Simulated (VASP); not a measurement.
Cost and result of VASP (PAW) for the lattice constant a of CaO (rock salt). Static lattice. The cost counts the five points of the equation of state, each on the mesh and cut-off of its row, so the ratios hold those differences too. With PBEsol it took about 50 core-seconds. Costs are core time on shared hosts, one run each; read them as rough ratios.

Measured: 4.781 Å at 0 K (as given by Wei Chen et al., Physical Review Materials (2018), doi:10.1103/physrevmaterials.2.073803; zero-point anharmonic expansion removed).

```csv
level,k-mesh,cut-off (eV),lattice constant a (Å),error (%),cost over PBEsol
LDA,10×10×10,520,4.722,-1.2,within a factor of 2
PBEsol,10×10×10,520,4.779,-0.0,reference
PBE-D4,9×9×9,520,4.811,+0.6,within a factor of 2
PBE-D3(BJ),10×10×10,520,4.795,+0.3,within a factor of 2
rev-vdW-DF2,9×9×9,520,4.803,+0.5,about 3 times
SCAN,9×9×9,520,4.798,+0.4,about 5 times
revTPSS,9×9×9,520,4.831,+1.0,about 6 times
r2SCAN+rVV10,10×10×10,520,4.797,+0.3,about 10 times
```

Within 0.5 % of the measurement lie PBEsol, PBE-D3(BJ), rev-vdW-DF2, SCAN, r2SCAN+rVV10; PBEsol, PBE-D3(BJ) stand at the low end of their costs.

Left out are levels that failed, ran on another kind of processor or have no fit band path; at most nine are shown.

The compound is CaO in the rock salt structure.
